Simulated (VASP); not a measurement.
# Cr2O3 (Eskolaite) with AM05 + U: from relaxation to properties

Aim: relax Cr2O3 (Eskolaite) with AM05 + U, compute its properties on that cell and hold them against experiment. The steps: first try, full relaxation (AM05 + U), second relaxation, density, ELF and potential (AM05 + U), band structure (AM05 + U), total and projected DOS (AM05 + U), zone-centre phonons (AM05 + U), electric field gradients (AM05 + U), band structure (AM05 + U) with a changed input and total energy, forces and stress (AM05 + U) with a changed input. The start is a cell from a database of measured crystal structures.

Calculated with VASP 6.6.1; AM05, DFT+U (Cr d 5 eV), spin-polarised from a ferromagnetic start; plane waves and PAW (Cr_pv, O).

Experimental background.

“Quadratic magnetoelectric effect during field cooling in sputter grown Cr2O3 films” (2021, arxiv:2109.07677) reports for Cr2O3, corundum, antiferromagnetic, by micro-Raman, 532 nm, backscattering (c-cut Verneuil single crystal; laser spot heated locally above the Neel temperature, 293 K): Raman mode (A1g, strongest peak, bulk) 552.4 cm⁻¹.

Report form: the programs' logs are mostly left out.

### Step 1. Starting point

The structure is trigonal, space group R-3c (No. 167). The conventional cell has a = 4.957 Å, b = 4.957 Å, c = 13.592 Å, α = 90.00°, β = 90.00°, γ = 120.00°. Nearest to Cr lie 6 O at 1.96 to 2.01 Å. Nearest to O lie 4 Cr at 1.96 to 2.01 Å. Farther neighbours and most contacts between anions are not listed.

Coordinates:

```
Cr O
1.0
     2.47850    1.43096    4.53077
    -2.47850    1.43096    4.53077
     0.00000   -2.86193    4.53077
Cr O
4 6
Direct
  0.34748 0.34748 0.34748
  0.15252 0.15252 0.15252
  0.65252 0.65252 0.65252
  0.84748 0.84748 0.84748
  0.55580 0.94420 0.25000
  0.25000 0.55580 0.94420
  0.94420 0.25000 0.55580
  0.44420 0.05580 0.75000
  0.75000 0.44420 0.05580
  0.05580 0.75000 0.44420
```

### Step 2. First try

This run is made with a changed input; what comes of it follows.

File INCAR:

```
SYSTEM = Cr2O3
PREC = Accurate
ENCUT = 520
EDIFF = 1E-06
NELM = 91
ISMEAR = 0
SIGMA = 0.05
LREAL = .FALSE.
ALGO = Normal
GGA = AM
NBANDS = 64
ISPIN = 2
MAGMOM = 3 3 3 3 0 0 0 0 0 0
LDAU = .TRUE.
LDAUTYPE = 2
LDAUL = 2 -1
LDAUU = 5 0
LDAUJ = 0 0
LDAUPRINT = 1
LASPH = .TRUE.
LMAXMIX = 4
LORBIT = 11
LWAVE = .FALSE.
LCHARG = .FALSE.
KPAR = 8
IBRION = 2
NSW = 30
ISIF = 3
EDIFFG = -0.01
IMIX = 1
AMIX = 1.5
BMIX = 1E-04
```

File POSCAR:

```
Cr2O3
1.0
    2.4785000000      1.4309626422      4.5307666667
   -2.4785000000      1.4309626422      4.5307666667
    0.0000000000     -2.8619252844      4.5307666667
Cr O
4 6
Direct
    0.3474800000      0.3474800000      0.3474800000
    0.1525200000      0.1525200000      0.1525200000
    0.6525200000      0.6525200000      0.6525200000
    0.8474800000      0.8474800000      0.8474800000
    0.5558000000      0.9442000000      0.2500000000
    0.2500000000      0.5558000000      0.9442000000
    0.9442000000      0.2500000000      0.5558000000
    0.4442000000      0.0558000000      0.7500000000
    0.7500000000      0.4442000000      0.0558000000
    0.0558000000      0.7500000000      0.4442000000
```

File KPOINTS:

```
Automatic mesh
0
Gamma
7 7 7
0 0 0
```

Potentials, in the order of the species: Cr_pv and O (PBE family, release 64).

On the command line:

```
$ mpirun -np 8 vasp_std
```

It took 75 s on 8 MPI ranks of Intel Xeon Platinum 8375C at 2.90GHz (Ice Lake), shared host.

The run ended with an error.

VASP's message: “internal error in RAD_INT: RHOPS /= RHOAE”. No number of this run is used.

The fault in the input: mixing far too strong (IMIX = 1, AMIX = 1.5 and BMIX = 0.0001). Lower AMIX to 0.4 or under and return to the default mixer.

### Step 3. Full relaxation (AM05 + U)

The start need not lie at this functional's minimum. ISIF = 3 frees volume, shape and positions, and EDIFFG sets the threshold on forces and stress at which the search stops.

INCAR: that of step 2 with these lines changed.

```diff
@@ -4,3 +4,3 @@
 EDIFF = 1E-06
-NELM = 91
+NELM = 100
 ISMEAR = 0
@@ -26,7 +26,4 @@
 IBRION = 2
-NSW = 30
+NSW = 60
 ISIF = 3
 EDIFFG = -0.01
-IMIX = 1
-AMIX = 1.5
-BMIX = 1E-04
```

POSCAR is that of step 2.

KPOINTS is that of step 2.

On the command line:

```
$ mpirun -np 8 vasp_std
```

The job ended after 8.3 min (8 MPI ranks; peak memory 4.4 GiB).

The magnetic state follows from one typed start and may not be the lowest. Experiment finds antiferromagnetic order in this phase (a transition is listed at 307 K, arxiv:2307.11956), so this ferromagnetic run describes another state. The gap is read on the k-mesh alone, so it is an upper bound where the band edges lie off the mesh, and a coarse mesh can show a gap where there is none. The PAW data sets were made with PBE, which is usual practice but a small mismatch for other functionals. The run keeps the 12 symmetry operations of its start, so it cannot find a distortion of lower symmetry.

The steps of the relaxation:

```
step  energy less that of the first step (eV)  largest force (eV/Å)  pressure (GPa)  volume (Å³)
   1                                   0.0000                0.4896           10.21        96.41
   2                                  -0.0190                0.3233           -9.08       105.24
   3                                  -0.1495                0.2792           -0.59       100.84
   4                                  -0.1495                0.2780           -0.39       100.75
   5                                  -0.1675                0.0940           -0.15       100.73
   6                                  -0.1716                0.0801            0.05       100.71
   7                                  -0.1739                0.0146           -0.17       100.76
   8                                  -0.1741                0.0291           -0.27       100.77
   9                                  -0.1742                0.0119            0.30       100.51
  10                                  -0.1744                0.0075            0.01       100.63
```

```
conventional cell, symmetrised  before   after  change
                         a (Å)   4.957   5.051  +1.9 %
                         b (Å)   4.957   5.051  +1.9 %
                         c (Å)  13.592  13.663  +0.5 %
              volume (Å³/atom)    9.64   10.06  +4.4 %
```

The atoms that moved most (Å, as changes of fractional coordinates times the final cell):

```
atom      dx      dy      dz  length
 Cr2   0.000   0.000  -0.029   0.029
 Cr1   0.000   0.000   0.029   0.029
 Cr4   0.000   0.000   0.029   0.029
 Cr3   0.000   0.000  -0.029   0.029
  O5  -0.026   0.000   0.000   0.026
  O8   0.026   0.000   0.000   0.026
  O6   0.013  -0.023   0.000   0.026
  O7   0.013   0.023   0.000   0.026
```

Final coordinates:

```xyz
10
Lattice="2.5256 1.4582 4.5542 -2.5256 1.4582 4.5542 0.0000 -2.9164 4.5542" Properties=species:S:1:pos:R:3 pbc="T T T"
Cr    0.0000    0.0000    4.7765
Cr    0.0000    0.0000    2.0548
Cr    0.0000    0.0000    8.8862
Cr    0.0000    0.0000   11.6078
O    -1.0071    1.4582    7.9699
O    -0.7592   -1.6013    7.9699
O     1.7664    0.1431    7.9699
O     1.0071   -1.4582    5.6928
O     0.7592    1.6013    5.6928
O    -1.7664   -0.1431    5.6928
```

Numbers from this step:

```yaml
electrons: 84
bands: 64
irreducible_k_points: 44
symmetry_operations: 12
free_energy_toten: -77.8262 eV
fermi_energy: 5.554 eV
pressure: 0.007768 GPa
moment_of_the_cell_from_the_last_line_of_the_log: 12 μB
metallic_judged_on_the_points_sampled: no
valence_top_at_k: 0.4286, 0.1429, 0.1429
conduction_bottom_at_k: 0.4286, 0.4286, 0
least_direct_gap_at_k: 0.4286, 0.2857, 0
scf_cycles_over_all_ionic_steps: 89
gap_on_the_k_mesh: 2.770 eV
least_direct_gap_on_the_k_mesh: 2.857 eV
```

Spin moment in the PAW sphere by atom:

```
atom  spin moment in the PAW sphere (μB)
 Cr1                                3.04
 Cr2                                3.04
 Cr3                                3.04
 Cr4                                3.04
  O5                               -0.10
  O6                               -0.10
  O7                               -0.10
  O8                               -0.10
  O9                               -0.10
 O10                               -0.10
```

It ends with a largest force of 0.007 eV/Å and a pressure of 0.01 GPa. The volume lies +4.4 % from that of the database's start.

### Step 4. Second relaxation

A relaxation keeps the plane waves of the cell it began with, so it is repeated from the new cell, on a basis made for it.

INCAR is that of step 3.

File POSCAR:

```
Cr2O3
1.0
    2.5256403865      1.4581791570      4.5542155452
   -2.5256403865      1.4581791570      4.5542155452
    0.0000000000     -2.9163583140      4.5542155452
Cr O
4 6
Direct
    0.3496014528      0.3496014528      0.3496014528
    0.1503985472      0.1503985472      0.1503985472
    0.6503985472      0.6503985472      0.6503985472
    0.8496014528      0.8496014528      0.8496014528
    0.5506155540      0.9493844460      0.2500000000
    0.2500000000      0.5506155540      0.9493844460
    0.9493844460      0.2500000000      0.5506155540
    0.4493844460      0.0506155540      0.7500000000
    0.7500000000      0.4493844460      0.0506155540
    0.0506155540      0.7500000000      0.4493844460
```

KPOINTS is that of step 3.

On the command line:

```
$ mpirun -np 8 vasp_std
```

Run time: 87 s. Hardware: 8 MPI ranks; peak memory 4.3 GiB.

Little changed from the start: no atom moved by 0.005 Å and no cell edge by 0.1 %.

This step gave:

```
free energy (TOTEN)             : -77.8346 eV
Fermi energy                    : 5.553 eV
pressure                        : 0.1128 GPa
SCF cycles over all ionic steps : 17
```

It ends with a largest force of 0.008 eV/Å and a pressure of 0.11 GPa. The volume moved by under 0.01 %: the run met its threshold at the first step.

### Step 5. Density, ELF and potential (AM05 + U)

The relaxed cell gets a fresh self-consistent run, on a basis set for its own volume, to fix the density and to check the remaining stress.

INCAR: that of step 4 with these lines changed.

```diff
@@ -23,7 +23,5 @@
 LWAVE = .FALSE.
-LCHARG = .FALSE.
-KPAR = 8
-IBRION = 2
-NSW = 60
-ISIF = 3
-EDIFFG = -0.01
+LCHARG = .TRUE.
+ISIF = 2
+LELF = .TRUE.
+LVHAR = .TRUE.
```

POSCAR is that of step 4.

KPOINTS is that of step 4.

On the command line:

```
$ mpirun -np 8 vasp_std
```

It took 80 s on 8 MPI ranks; peak memory 1.5 GiB; 10 min of CPU time.

With spin, VASP writes an ELF for each channel.

Numbers from this step:

```
SCF cycles : 17
```

Valence electrons inside each PAW sphere by angular momentum. Sphere charges, by row:

```
atom  s (e)  p (e)  d (e)  tot (e)
 Cr1  0.292  6.344  3.971    10.61
 Cr2  0.292  6.344  3.971    10.61
 Cr3  0.292  6.344  3.971    10.61
 Cr4  0.292  6.344  3.971    10.61
  O5  1.551    3.5      0    5.051
  O6  1.551    3.5      0    5.051
  O7  1.551    3.5      0    5.051
  O8  1.551    3.5      0    5.051
  O9  1.551    3.5      0    5.051
 O10  1.551    3.5      0    5.051
```

Spin density in the ac plane of the conventional cell at fractional y = 0.000, with atoms of Cr and O within 0.2 Å of it.

Values in e/Å³, 24 rows by 14 columns, each cell a mean:
```
 0.0  0.0  0.0  0.0  0.0  0.0  0.0  0.0  0.0  0.0  0.0  0.0  0.0  0.0
 0.1  0.1  0.0  0.0  0.0  0.0  0.0  0.0 -0.1 -0.1 -0.1  0.0  0.0  0.1
 1.5  0.8  0.2  0.0  0.0  0.0  0.0  0.0  0.0 -0.1  0.0  0.0  0.1  1.0
 3.4  1.6  0.4  0.1  0.0  0.0  0.0  0.0  0.0  0.0  0.0  0.1  0.9  2.7
 1.3  0.3  0.0  0.0  0.0  0.0  0.0  0.0  0.0  0.0  0.0  0.1  0.4  1.1
 0.1  0.0  0.0 -0.1 -0.1 -0.1  0.0  0.0  0.0  0.0  0.0  0.0  0.0  0.1
 0.2  0.1  0.0  0.0 -0.1 -0.1  0.0  0.0  0.0  0.0  0.0  0.0  0.1  0.2
 2.1  0.6  0.1  0.0  0.0  0.0  0.0  0.0  0.0  0.0  0.0  0.1  0.7  1.7
 3.2  1.7  0.4  0.1  0.0  0.0  0.0  0.0  0.0  0.0  0.0  0.1  0.6  2.4
 0.9  0.4  0.1  0.0  0.0  0.0  0.0  0.0 -0.1 -0.1 -0.1  0.0  0.1  0.6
 0.1  0.0  0.0  0.0  0.0  0.0  0.0  0.0 -0.1 -0.1  0.0  0.0  0.0  0.1
 0.0  0.0  0.0  0.0  0.0  0.0  0.0  0.0  0.0  0.0  0.0  0.0  0.0  0.0
 0.0  0.0  0.0  0.0  0.0  0.0  0.0  0.0  0.0  0.0  0.0  0.0  0.0  0.0
 0.1  0.1  0.0  0.0 -0.1 -0.1 -0.1  0.0  0.0  0.0  0.0  0.0  0.1  0.1
 1.5  0.4  0.1  0.0 -0.1 -0.1  0.0  0.0  0.0  0.0  0.0  0.1  0.5  1.2
 3.4  1.6  0.4  0.1  0.0  0.0  0.0  0.0  0.0  0.0  0.0  0.2  0.8  2.6
 1.4  0.7  0.2  0.0  0.0  0.0  0.0  0.0  0.0  0.0  0.0  0.0  0.1  0.9
 0.1  0.1  0.0  0.0  0.0  0.0  0.0  0.0 -0.1 -0.1 -0.1  0.0  0.0  0.1
 0.2  0.1  0.0  0.0  0.0  0.0  0.0  0.0  0.0 -0.1 -0.1  0.0  0.0  0.2
 2.2  1.1  0.3  0.1  0.0  0.0  0.0  0.0  0.0  0.0  0.0  0.1  0.2  1.4
 3.2  1.3  0.3  0.0  0.0  0.0  0.0  0.0  0.0  0.0  0.0  0.2  1.0  2.6
 0.9  0.2  0.0  0.0 -0.1 -0.1  0.0  0.0  0.0  0.0  0.0  0.1  0.2  0.7
 0.1  0.0  0.0  0.0 -0.1 -0.1  0.0  0.0  0.0  0.0  0.0  0.0  0.0  0.1
 0.0  0.0  0.0  0.0  0.0  0.0  0.0  0.0  0.0  0.0  0.0  0.0  0.0  0.0
```
Columns run along a (5.1 Å), rows up along c (13.7 Å), edges of the conventional cell, whose origin can differ from the input's. Atoms in or near the plane, at fractional coordinates: Cr at (0.00, 0.85), Cr at (0.00, 0.65), Cr at (0.00, 0.15), Cr at (0.00, 0.35), O at (0.30, 0.75), O at (0.33, 0.42), O at (0.37, 0.08), O at (0.70, 0.25), O at (0.67, 0.58), O at (0.63, 0.92).

ELF of up spins in the ac plane of the conventional cell at fractional y = 0.000, with atoms of Cr and O within 0.2 Å of it. It is the smooth field of the valence electrons, not physical close to the nuclei.

Ten even steps from '0' (0.03) to '9' (0.80), each cell a mean:
```
00000013677410
31000038879822
44310038989513
02311013553241
32378631000133
12897982000001
32798972000012
21256410110243
03410015875221
53200049979713
11000027989721
00001112454200
00267752000000
31598896100012
42389996100244
03325641011231
43200002578513
11000016977941
31100005988942
24311111355312
02247873001241
42498897100134
11599895100001
00135531110000
```
Columns run along a (5.1 Å), rows up along c (13.7 Å), edges of the conventional cell, whose origin can differ from the input's. Atoms in or near the plane, at fractional coordinates: Cr at (0.00, 0.85), Cr at (0.00, 0.65), Cr at (0.00, 0.15), Cr at (0.00, 0.35), O at (0.30, 0.75), O at (0.33, 0.42), O at (0.37, 0.08), O at (0.70, 0.25), O at (0.67, 0.58), O at (0.63, 0.92).

Valence density in the ac plane of the conventional cell at fractional y = 0.000, with atoms of Cr and O within 0.2 Å of it. It is the smooth field of the valence electrons, not physical close to the nuclei.

Ten even steps from '_' (0 e/Å³) to '@' (11 e/Å³), each cell a mean:
```
____________________________
______________..--++::______
==::____________::--::____--
@@++____________________::%%
--..______________________--
____..--++--________________
______::==::________________
**::____________________..++
@@++____________________::##
::..__________..--++::____..
________________::--::______
____________________________
____________________________
______..====::______________
==..__..----..__________..--
@@++..__________________::%%
--..______________________::
________________..++++::____
________________..----..____
**--____________________..==
@@==____________________::##
::____..====::____________..
______..----..______________
____________________________
```
Columns run along a (5.1 Å), rows up along c (13.7 Å), edges of the conventional cell, whose origin can differ from the input's. Atoms in or near the plane, at fractional coordinates: Cr at (0.00, 0.85), Cr at (0.00, 0.65), Cr at (0.00, 0.15), Cr at (0.00, 0.35), O at (0.30, 0.75), O at (0.33, 0.42), O at (0.37, 0.08), O at (0.70, 0.25), O at (0.67, 0.58), O at (0.63, 0.92).

In this run the pressure is 0.11 GPa, small enough to go on; single stress components reach 0.14 GPa.

[end of part 1 of 2]

[Lines on the potential files, build, host, timing and source positions are cut from VASP's logs without a mark.]

[Logs are printed without paths, hosts, clocks, repeated set-up lines and the standing remarks that a program may print on its own settings, such as how far it seeks lower states.]

[Hosts, paths, dates, database ids (printed as entryN), source tags and the programs' standing remarks are cut or masked in the printed files.]

[A measured line is paired with the nearest computed mode of its activity, which favours agreement.]

[In band tables of VASP the shares of atoms and orbitals are scaled to a sum of 1 inside the atoms' spheres.]
